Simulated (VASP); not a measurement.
Runs of VASP 6.6.1 on KRh. Symmetry: Pm-3m, No. 221, cubic system. The conventional cell has a = 3.927 Å, b = 3.927 Å, c = 3.927 Å, α = 90.00°, β = 90.00°, γ = 90.00°. K (site symmetry m-3m) is surrounded by 8 Rh at 3.40 Å. Around Rh (site symmetry m-3m) lie 8 K at 3.40 Å. The cell was built by a generator and needn't be a form met in nature.

| task | level | potentials or basis | cell | k mesh | cutoff (eV) | smearing | grid for exact exchange (PRECFOCK) | exchange at q = 0 | other keys | mesh quality | gap on the mesh (eV) | pressure (GPa) |
| --- | --- | --- | --- | --- | --- | --- | --- | --- | --- | --- | --- | --- |
| relaxation of the atoms | RPBE | VASP PAW PBE potentials, release 64 (K_sv, Rh_pv) | atoms relaxed | 7 × 7 × 7 | 520 | methfessel-paxton 0.1 eV | - | - | - | not flagged | none | -1.8 |
| density of states | r2SCANh+D3(BJ) | VASP PAW PBE potentials, release 64 (K_sv, Rh_pv) | as given | 4 × 4 × 4 | 520 | tetrahedron | Normal | truncated | - | coarse | none | -6.2 |
| single point | PBE | VASP PAW PBE potentials, release 64 (K_sv, Rh_pv) | as given | 7 × 7 × 7 | 520 | fermi-dirac 0.05 eV | - | - | - | not flagged | none | (a) |
| relaxation of cell and atoms | PBE | VASP PAW PBE potentials, release 64 (K_sv, Rh_pv) | relaxed | 7 × 7 × 7 | 600 | methfessel-paxton 0.1 eV | - | - | - | not flagged | none | 0.0 |

Alike in all rows: no spin polarisation.

Fill in the values left out.

(a) -3.3.

Caveats: some runs use coarse meshes; the PAW data sets were made with another functional, which shifts forces and pressure a little (some runs); the relaxation stopped at its first step, so nothing moved (some runs); pairwise dispersion overbinds metals, which lowers pressure and volume (some runs); tetrahedron occupations give inexact forces and stress in metals (some runs).

A k mesh can miss the band edges, and the runs leave out spin-orbit coupling on Rh.

A gap of «none» marks a metal or a gap under the smearing width.
